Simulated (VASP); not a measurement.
Here is a VASP 6.6.1 calculation.

INCAR

```
SYSTEM = BaY
PREC = Accurate ; ENCUT = 520
EDIFF = 1E-7 ; ISMEAR = 0
SIGMA = 0.1 ; LREAL = .False.
LASPH = .True. ; NELM = 100
ALGO = Fast ; ISIF = 2
LWAVE = .False. ; LCHARG = .False.
GGA = PE ; NBANDS = 18
```

KPOINTS

```
regular mesh
0
Gamma
  12 12 12
  0 0 0
```

POSCAR

```
BaY
1.0
    4.4238216117      0.0000000000      0.0000000000
    0.0000000000      4.4238216117      0.0000000000
    0.0000000000      0.0000000000      4.4134698711
Ba Y
1 1
Direct
    0.0000000000      0.0000000000      0.0000000000
    0.5000000000      0.5000000000      0.5000000000
```

Potentials or basis: VASP PAW PBE potentials, release 64 (Ba_sv, Y_sv).

Run with:

```sh
$ cat potpaw_PBE.64/Ba_sv/POTCAR potpaw_PBE.64/Y_sv/POTCAR > POTCAR
$ mpirun -np 1 vasp_std > vasp.out
```

(1) Estimate the band gap on the k mesh.

(2) Estimate the pressure.

Results:

(1) none (metal or under the smearing width).

(2) 0.1 GPa.
